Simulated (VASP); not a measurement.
NiMo7S16 (a cell with a defect): single point with PBEsol+U

The system is NiMo7S16 (a cell with a defect).

```
Ni Mo S
1.0
     6.33800    0.00000    0.00000
    -3.16900    5.48887    0.00000
     0.00000    0.00000   12.32400
Ni Mo S
1 7 16
Direct
  0.16667 0.33333 0.25000
  0.16667 0.83333 0.25000
  0.66667 0.33333 0.25000
  0.66667 0.83333 0.25000
  0.33333 0.16667 0.75000
  0.33333 0.66667 0.75000
  0.83333 0.16667 0.75000
  0.83333 0.66667 0.75000
  0.16667 0.33333 0.62300
  0.16667 0.83333 0.62300
  0.66667 0.33333 0.62300
  0.66667 0.83333 0.62300
  0.33333 0.16667 0.12300
  0.33333 0.66667 0.12300
  0.83333 0.16667 0.12300
  0.83333 0.66667 0.12300
  0.16667 0.33333 0.87700
  0.16667 0.83333 0.87700
  0.66667 0.33333 0.87700
  0.66667 0.83333 0.87700
  0.33333 0.16667 0.37700
  0.33333 0.66667 0.37700
  0.83333 0.16667 0.37700
  0.83333 0.66667 0.37700
```

* Program: VASP 6.6.1
* Task: single point
* Functional: PBEsol
* Potentials or basis: VASP PAW PBE potentials, release 64 (Ni, Mo_sv, S)
* Cutoff: 350 eV
* k mesh: 3 × 3 × 2
* Occupations: gaussian, width 0.03 eV
* Spin: collinear spin, ferromagnetic start
* Starting moments: [4.0, 0.0, 0.0, 0.0, 0.0, 0.0, 0.0, 0.0, 0.0, 0.0, 0.0, 0.0, 0.0, 0.0, 0.0, 0.0, 0.0, 0.0, 0.0, 0.0, 0.0, 0.0, 0.0, 0.0] μB
* Hubbard terms: Ni d U = 5 eV
* Dq: 0
* Further INCAR settings: LREAL = Auto; ALGO = All; EDIFF = 1e-05; ISYM = 0

```yaml
Pressure: -3.8 GPa
Largest_force: 0.836 eV/Å
Band_gap_on_the_k_mesh: none (metal or under the smearing width)
Net_moment: 1.78 μB per cell
Site_moments: Ni +1.09; Mo +0.08, +0.00, +0.01; S +0.00, +0.04, +0.01 μB
Valence_electrons_inside_the_program's_atomic_spheres: Ni 9.24; Mo 12.44, 12.47; S 3.67, 3.64, 3.66
```

Forces on the atoms (eV/Å):
```
Ni   0.000  0.000  0.001
Mo  -0.043 -0.024  0.000
Mo   0.000  0.049  0.000
Mo   0.043 -0.024  0.000
Mo  -0.026  0.015  0.000
Mo   0.000 -0.030  0.000
Mo   0.026  0.015  0.000
Mo   0.000  0.000  0.000
S    0.000  0.000  0.322
S    0.010  0.006  0.286
S    0.000 -0.012  0.286
S   -0.010  0.006  0.286
S   -0.244  0.141  0.787
S    0.001 -0.281  0.787
S    0.244  0.140  0.787
S    0.000  0.000  0.391
S    0.000  0.000 -0.322
S    0.010  0.006 -0.286
S    0.000 -0.012 -0.286
S   -0.010  0.006 -0.286
S   -0.244  0.141 -0.787
S    0.000 -0.281 -0.787
S    0.244  0.140 -0.787
S    0.000  0.000 -0.391
```

Stress tensor (GPa, compression positive):
```
-3.29  0.00  0.00
 0.00 -3.29  0.00
 0.00  0.00 -4.69
```

Levels at points of the mesh, in eV from the Fermi level:
Spin up:
| k point | band 99 | band 100 | band 101 | band 102 | band 103 | band 104 | band 105 | band 106 | band 107 | band 108 |
| --- | --- | --- | --- | --- | --- | --- | --- | --- | --- | --- |
| (0.00, 0.00, 0.00) | -1.11 | -0.55 | -0.55 | -0.34 | 0.22 | 0.22 | 0.64 | 1.64 | 1.68 | 1.68 |
| (0.00, 0.00, 0.50) | -0.72 | -0.55 | -0.55 | -0.22 | 0.23 | 0.23 | 0.63 | 1.65 | 1.67 | 1.68 |
Spin down:
```csv
k point,band 98,band 99,band 100,band 101,band 102,band 103,band 104,band 105
"(0.00, 0.00, 0.00)",-1.16,-1.09,-0.34,-0.34,-0.31,0.76,1.22,1.22
"(0.00, 0.00, 0.50)",-1.30,-0.69,-0.35,-0.35,-0.21,0.76,1.23,1.23
```

Eigenvalues of the final occupation matrices:
| site | spin | trace | eigenvalues |
| --- | --- | --- | --- |
| site 1 d | 1 | 4.76 | 0.94 0.94 0.95 0.96 0.96 |
| site 1 d | 2 | 3.67 | 0.45 0.46 0.91 0.91 0.95 |

Run time: 5.1 min on 4 MPI ranks on Intel(R) Xeon(R) 6975P-C (Granite Rapids) (shared host), peak memory 1.2 GiB a rank.

Caveat: the k mesh is coarse (spacing up to 0.38 Å⁻¹), so the values aren't converged; the PAW data sets were made with another functional, which shifts forces and pressure a little; the moment fell far below its start of 4 μB, so a state of higher moment may lie lower in energy. The state reached can hang on the start; a lower one may exist.
